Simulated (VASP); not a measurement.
Energy against volume of PbTe (rock salt). Level of theory: MS2 meta-GGA, VASP's PBE PAW potentials (set 64) (plane waves; VASP).

| V (Å³/atom) | E (eV/atom) |
|---|---|
| 31.550 | 8.32761 |
| 32.557 | 8.31331 |
| 33.564 | 8.30869 |
| 34.570 | 8.31224 |
| 35.577 | 8.32277 |

**Question.** Fit a third-order Birch-Murnaghan equation of state.

**Answer.** 
```yaml
volume_per_atom: 33.60 Å^3/atom
bulk_modulus: 43.1 GPa
pressure_derivative_of_the_bulk_modulus: 4.50
lattice_constant_a: 6.454 Å
```

Measured: bulk modulus 39.8 GPa at 300 K (computed value off by +8.4 %), as given by Kerstin Hummer et al., Physical Review B (2007), doi:10.1103/physrevb.75.195211; a 6.438 Å at 120 K (computed value off by +0.2 %), as given by Noda, Masumoto, Ohba, Saito, Toriumi, Iwata, Shibuya, Acta Cryst. C 43, 1443 (1987), by a structure database's card. The calculation is for a static lattice, while the measured bulk modulus, a hold thermal and zero-point effects, which are part of the difference.

The compound is PbTe in the rock salt structure. It was relaxed first.
